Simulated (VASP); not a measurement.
# MgW (P6_3/mmc) in VASP: further runs

One crystal, MgW, is run at these levels: PBE; tasks: relaxation of cell and atoms, single point.

All numbers are computed with VASP 6.6.1; they aren't measurements. Logs are shortened: lines on timing, memory, paths and dates and some standing lists are left out, and cuts for length are marked.

## Step 1: Starting point

Symmetry: P6_3/mmc, No. 194, hexagonal system. The conventional cell has a = 3.104 Å, b = 3.104 Å, c = 9.461 Å, α = 90.00°, β = 90.00°, γ = 120.00°. Mg (site symmetry -3m) has 6 W at 2.97 Å and 6 Mg at 3.10 Å as nearest neighbours. Around W (site symmetry -6m2) lie 6 Mg at 2.97 Å and 6 W at 3.10 Å.

The cell was built by a generator and needn't be a form met in nature.

## Step 2: Relaxation of cell and atoms, PBE

INCAR

```
PREC = Accurate ; ENCUT = 600
EDIFF = 1E-6 ; ISMEAR = 0
SIGMA = 0.1 ; LREAL = False
LASPH = True ; NELM = 100
ALGO = Normal ; ISIF = 3
LWAVE = False ; LCHARG = False
GGA = PE ; IBRION = 2
NSW = 90 ; EDIFFG = -0.04
```

KPOINTS

```
Automatic mesh
0
Gamma
  6 6 2
```

POSCAR

```
MgW
1.0
    3.1038509200      0.0000000000      0.0000000000
   -1.5519254600      2.6880137500      0.0000000000
    0.0000000000      0.0000000000      9.4611950100
Mg W
2 2
Direct
    0.0000000000      0.0000000000      0.0000000000
    0.0000000000      0.0000000000      0.5000000000
    0.3333333300      0.6666666700      0.2500000000
    0.6666666700      0.3333333300      0.7500000000
```

Potentials or basis: VASP PAW PBE potentials, release 64 (Mg, W_sv).

On the command line:

```
cat potpaw_PBE.64/Mg/POTCAR potpaw_PBE.64/W_sv/POTCAR > POTCAR
mpirun -np 1 vasp_std > vasp.out
```

OUTCAR:

```text
PREC = Accurate
   ENCUT = 600
   EDIFF = 1E-6
   ISMEAR = 0
   LREAL = False
   LASPH = True
   NELM = 100
   ISIF = 3
   GGA = PE
   IBRION = 2
   NSW = 90
   EDIFFG = -0.04

 ion  position               nearest neighbor table
   1  0.000  0.000  0.000-   3 2.97   4 2.97   4 2.97   3 2.97   4 2.97   3 2.97
   2  0.000  0.000  0.500-   3 2.97   4 2.97   4 2.97   3 2.97   4 2.97   3 2.97
   3  0.333  0.667  0.250-   1 2.97   2 2.97   1 2.97   2 2.97   1 2.97   2 2.97
   4  0.667  0.333  0.750-   1 2.97   2 2.97   1 2.97   2 2.97   1 2.97   2 2.97

  LATTYP: Found a hexagonal cell.
 ALAT       =     3.1038509200
 C/A-ratio  =     3.0482118033

  Lattice vectors:

 A1 = (   3.1038509200,   0.0000000000,   0.0000000000)
 A2 = (  -1.5519254600,   2.6880137500,   0.0000000000)
 A3 = (   0.0000000000,   0.0000000000,   9.4611950100)

Analysis of symmetry for initial positions (statically):
=====================================================================
 Subroutine PRICEL returns:
 Original cell was already a primitive cell.

 Routine SETGRP: Setting up the symmetry group for a
 hexagonal supercell.

 Subroutine GETGRP returns: Found 24 space group operations
 (whereof 12 operations were pure point group operations)
 out of a pool of 24 trial point group operations.

The static configuration has the point symmetry D_3d.
 The point group associated with its full space group is D_6h.

Analysis of symmetry for dynamics (positions and initial velocities):
=====================================================================
 Subroutine PRICEL returns:
 Original cell was already a primitive cell.

 Routine SETGRP: Setting up the symmetry group for a
 hexagonal supercell.

 Subroutine GETGRP returns: Found 24 space group operations
 (whereof 12 operations were pure point group operations)
 out of a pool of 24 trial point group operations.

The dynamic configuration has the point symmetry D_3d.
 The point group associated with its full space group is D_6h.

 Subroutine INISYM returns: Found 24 space group operations
 (whereof 12 operations are pure point group operations),
 and found     1 'primitive' translations

----------------------------------------------------------------------------------------

                                     Primitive cell

  volume of cell :      78.9366

  direct lattice vectors                    reciprocal lattice vectors
     3.103850920  0.000000000  0.000000000     0.322180422  0.186010953  0.000000000
    -1.551925460  2.688013750  0.000000000     0.000000000  0.372021907  0.000000000
     0.000000000  0.000000000  9.461195010     0.000000000  0.000000000  0.105694894

  length of vectors
     3.103850920  3.103850923  9.461195010     0.372021907  0.372021907  0.105694894

  position of ions in fractional coordinates (direct lattice)
     0.000000000  0.000000000  0.000000000
     0.000000000  0.000000000  0.500000000
     0.333333330  0.666666670  0.250000000
     0.666666670  0.333333330  0.750000000

  ion indices of the primitive-cell ions
   primitive index   ion index
                 1           1
                 2           2
                 3           3
                 4           4

----------------------------------------------------------------------------------------

 KPOINTS: Automatic mesh

Automatic generation of k-mesh.
 Grid dimensions read from file:
 generate k-points for:    6    6    2

 Generating k-lattice:

  Cartesian coordinates                     Fractional coordinates (reciprocal lattice)
     0.053696737  0.031001826  0.000000000     0.166666667  0.000000000  0.000000000
     0.000000000  0.062003651  0.000000000     0.000000000  0.166666667  0.000000000
     0.000000000  0.000000000  0.052847447     0.000000000  0.000000000  0.500000000

  Length of vectors
     0.062003651  0.062003651  0.052847447

  Shift w.r.t. Gamma in fractional coordinates (k-lattice)
     0.000000000  0.000000000  0.000000000

 Subroutine IBZKPT returns following result:
 ===========================================

 Found     14 irreducible k-points:

 Following reciprocal coordinates:
            Coordinates               Weight
  0.000000  0.000000  0.000000      1.000000
  0.166667  0.000000  0.000000      6.000000
  0.333333 -0.000000  0.000000      6.000000
  0.500000  0.000000  0.000000      3.000000
  0.166667  0.166667  0.000000      6.000000
  0.333333  0.166667  0.000000     12.000000
  0.333333  0.333333  0.000000      2.000000
  0.000000  0.000000  0.500000      1.000000
  0.166667  0.000000  0.500000      6.000000
  0.333333 -0.000000  0.500000      6.000000
  0.500000  0.000000  0.500000      3.000000
  0.166667  0.166667  0.500000      6.000000
  0.333333  0.166667  0.500000     12.000000
  0.333333  0.333333  0.500000      2.000000
   k-points           NKPTS =     14   k-points in BZ     NKDIM =     14   number of bands    NBANDS=     20
   number of dos      NEDOS =    301   number of ions     NIONS =      4
   total plane-waves  NPLWV =  62720
   dimension x,y,z NGX =    28 NGY =   28 NGZ =   80
   dimension x,y,z NGXF=    56 NGYF=   56 NGZF=  160
   ions per type =               2   2
   NGX,Y,Z   is equivalent  to a cutoff of  15.00, 15.00, 14.06 a.u.
   NGXF,Y,Z  is equivalent  to a cutoff of  29.99, 29.99, 28.11 a.u.
 SYSTEM =  unknown system
   PREC   = accura    normal or accurate (medium, high low for compatibility)
   ISTART =      0    job   : 0-new  1-cont  2-samecut
   ICHARG =      2    charge: 1-file 2-atom 10-const
   ISPIN  =      1    spin polarized calculation?
   LNONCOLLINEAR =      F non collinear calculations
   LSORBIT =      F    spin-orbit coupling
   LASPH  =      T    aspherical Exc in radial PAW
   ENCUT  =  600.0 eV  44.10 Ry    6.64 a.u.   6.20  6.20 18.90*2*pi/ulx,y,z
   NELM   =    100;   NELMIN=  2; NELMDL= -5     # of ELM steps
   EDIFF  = 0.1E-05   stopping-criterion for ELM
   LREAL  =      F    real-space projection
   EDIFFG = -.4E-01   stopping-criterion for IOM
   NSW    =     90    number of steps for IOM
   IBRION =      2    ionic relax: 0-MD 1-quasi-New 2-CG
   NFREE  =      1    steps in history (QN), initial steepest desc. (CG)
   ISIF   =      3    stress and relaxation
   ISYM   =      2    0-nonsym 1-usesym 2-fastsym
   POTIM  = 0.5000    time-step for ionic-motion
   TEBEG  =    0.0;   TEEND  =   0.0 temperature during run
   PSTRESS=    0.0 pullay stress
   NELECT =      32.0000    total number of electrons
   NUPDOWN=      -1.0000    fix difference up-down
   EMIN   =  10.00;   EMAX   =-10.00  energy-range for DOS
   EFERMI =   0.00;   METHOD = LEGACY
   ISMEAR =     0;   SIGMA  =   0.10  broadening in eV -4-tet -1-fermi 0-gaus
   EFERMI_NEDOS =   21; number of points for ismear=-14 and -15
   IALGO  =     38    algorithm
   IMIX   =      4    mixing-type and parameters
     AMIX     =   0.40;   BMIX     =  1.00
     AMIX_MAG =   1.60;   BMIX_MAG =  1.00
  volume/ion in A,a.u.               =      19.73       133.17
  Fermi-wavevector in a.u.,A,eV,Ry     =   1.211617  2.289624 19.973569  1.468016
  Thomas-Fermi vector in A             =   2.347127
   LORBIT       =      0    0 simple, 1 ext, 2 COOP (PROOUT), +10 PAW based schemes
   GGA     = PE    functional components
   LHFCALC =     F    Hartree Fock is set to
   AEXX    =    0.0000 exact exchange contribution
   IVDW    =     0    specifies the selected vdW correction
   LEPSILON=     F    determine dielectric tensor
   LRPA    =     F    only Hartree local field effects (RPA)
 conjugate gradient relaxation of ions
 non-spin polarized calculation
 Gauss-broadening in eV      SIGMA  =   0.10
  energy-cutoff  :      600.00
  volume of cell :       78.94
 maximum number of plane-waves:      2654
 NGX is ok and might be reduce to    28
   NGX = 13   NGY = 13   NGZ = 37

--------------------------------------- Ionic step        1  -------------------------------------------

 number of electron      32.0000002 magnetization

 Free energy of the ion-electron system (eV)
  ---------------------------------------------------
  ext. energy  EPLUGINS =         0.00000000
  ---------------------------------------------------
  free energy    TOTEN  =       -25.63821900 eV

  energy without entropy =      -25.61570345  energy(sigma->0) =      -25.62696123

------------------------ aborting loop because EDIFF is reached ----------------------------------------

  FORCE on cell =-STRESS in cart. coord.  units (eV):
  Direction    XX          YY          ZZ          XY          YZ          ZX
  --------------------------------------------------------------------------------------
  -------------------------------------------------------------------------------------
  Total      -11.0886859    -11.0886859      1.3825152      0.0000000     -0.0000000     -0.0000000
  in kB     -225.0672629   -225.0672635     28.0609366      0.0000000     -0.0000000     -0.0000000
  external PRESSURE =    -140.6911966 kB  Pullay stress =       0.0000000 kB
[... 175 lines left out ...]
  energy  without entropy=      -26.6331879335  energy(sigma->0) =      -26.64550352

--------------------------------------- Ionic step        6  -------------------------------------------

 number of electron      32.0000005 magnetization

 Free energy of the ion-electron system (eV)
  ---------------------------------------------------
  ext. energy  EPLUGINS =         0.00000000
  ---------------------------------------------------
  free energy    TOTEN  =       -26.66317396 eV

  energy without entropy =      -26.64033973  energy(sigma->0) =      -26.65175685

 E-fermi :   6.7229     XC(G=0): -11.2758

 val. band max:        6.6092452417   @ k =   0.3333  -0.0000   0.5000
 cond. band min:       6.7326656025   @ k =   0.0000   0.0000   0.0000
 fundamental gap:      0.1234203608
 Fermi energy:         6.7229099776

 k-point     1 :       0.0000    0.0000    0.0000
  band No.  band energies     occupation
      1     -67.1154      2.00000
      2     -67.1154      2.00000
      3     -31.4426      2.00000
      4     -31.4408      2.00000
      5     -30.7933      2.00000
      6     -30.7933      2.00000
[... 12 lines left out ...]
     19       9.4214      0.00000
[... 329 lines left out ...]
  FREE ENERGIE OF THE ION-ELECTRON SYSTEM (eV)
  ---------------------------------------------------
  free  energy   TOTEN  =       -26.6631739618 eV

  energy  without entropy=      -26.6403397340  energy(sigma->0) =      -26.65175685

 reached required accuracy - stopping structural energy minimisation
```

Wall time 94 s (1 thread of Intel Xeon Platinum 8375C at 2.90GHz (Ice Lake), shared host); peak memory 0.25 GiB.

Results:

```yaml
Free_energy: -26.6632 eV
Relaxed_volume: 17.39 Å³/atom
Relaxed_cell: a = 2.861 Å, b = 2.861 Å, c = 9.817 Å, α = 90.00°, β = 90.00°, γ = 120.00°
Space_group_after_relaxing_to_0.05_Å: P6_3/mmc (No. 194)
Energy_gained_by_relaxing: 256.2 meV/atom
Ionic_steps: 6
Pressure_after_relaxing: 0.2 GPa
Band_gap_on_the_k_mesh: none (metal or under the smearing width)
```

Step by step:
| step | energy change (eV) | largest force (eV/Å) | pressure (GPa) | volume (Å³) |
| --- | --- | --- | --- | --- |
| 1 | 0.0000 | 0.0000 | -14.07 | 78.94 |
| 2 | -0.1693 | 0.0000 | 29.00 | 60.22 |
| 3 | -0.9791 | 0.0000 | 2.46 | 68.23 |
| 4 | -0.9797 | 0.0000 | 2.92 | 68.03 |
| 5 | -1.0196 | 0.0000 | -0.69 | 70.14 |
| 6 | -1.0250 | 0.0000 | 0.19 | 69.57 |

Final structure:
```
CELL_PARAMETERS angstrom
2.86069 0.00000 0.00000
-1.43034 2.47743 0.00000
0.00000 0.00000 9.81700
ATOMIC_POSITIONS crystal
Mg 0.00000 0.00000 0.00000
Mg 0.00000 0.00000 0.50000
W 0.33333 0.66667 0.25000
W 0.66667 0.33333 0.75000
```

Caveat: the k mesh is coarse (spacing up to 0.39 Å⁻¹), so the values aren't converged. The run has no spin-orbit coupling, so splittings on W are missing.

## Step 3: Single point, PBE

This run uses another cell than the first one, of 17.30 Å³/atom, 0.877 times its volume.

INCAR

```
PREC = Accurate
ENCUT = 520
EDIFF = 1E-6
ISMEAR = 0
SIGMA = 0.1
LREAL = False
LASPH = True
NELM = 100
ALGO = Fast
ISIF = 2
LWAVE = False
LCHARG = False
GGA = PE
NBANDS = 24
```

KPOINTS

```
regular mesh
0
Gamma
  18 18 6
```

POSCAR

```
MgW
1.0
    2.8503649328      0.0000000000      0.0000000000
   -1.4251824664      2.4684884419      0.0000000000
    0.0000000000      0.0000000000      9.8372630460
Mg W
2 2
Direct
    0.0000000000      0.0000000000      0.0000000000
    0.0000000000      0.0000000000      0.5000000000
    0.3333333333      0.6666666667      0.2500000000
    0.6666666667      0.3333333333      0.7500000000
```

Potentials or basis: VASP PAW PBE potentials, release 64 (Mg, W_sv).

On the command line:

```
cat potpaw_PBE.64/Mg/POTCAR potpaw_PBE.64/W_sv/POTCAR > POTCAR
mpirun -np 1 vasp_std > vasp.out
```

Wall time 2.9 min (1 thread of Intel Xeon Platinum 8375C at 2.90GHz (Ice Lake), shared host); peak memory 0.36 GiB.

Results (log left out):

```yaml
Free_energy: -26.8067 eV
Pressure: 0.1 GPa
Band_gap_on_the_k_mesh: none (metal or under the smearing width)
```

Stress tensor (GPa, compression positive):
```
 0.14  0.00  0.00
 0.00  0.14  0.00
 0.00  0.00 -0.09
```

Levels at points of the mesh, in eV from the Fermi level:
| k point | band 13 | band 14 | band 15 | band 16 | band 17 | band 18 | band 19 | band 20 |
| --- | --- | --- | --- | --- | --- | --- | --- | --- |
| (0.00, 0.00, 0.00) | -2.09 | -1.14 | 0.09 | 0.09 | 0.09 | 0.09 | 2.84 | 2.84 |
| (0.50, 0.00, 0.00) | -1.97 | -1.22 | 0.09 | 0.35 | 0.91 | 1.62 | 1.70 | 2.64 |
| (0.00, 0.00, 0.50) | -1.74 | -1.74 | 0.09 | 0.09 | 0.09 | 0.09 | 2.87 | 2.87 |
| (0.50, 0.00, 0.50) | -1.44 | -1.44 | -0.28 | -0.28 | 1.66 | 1.66 | 2.24 | 2.24 |
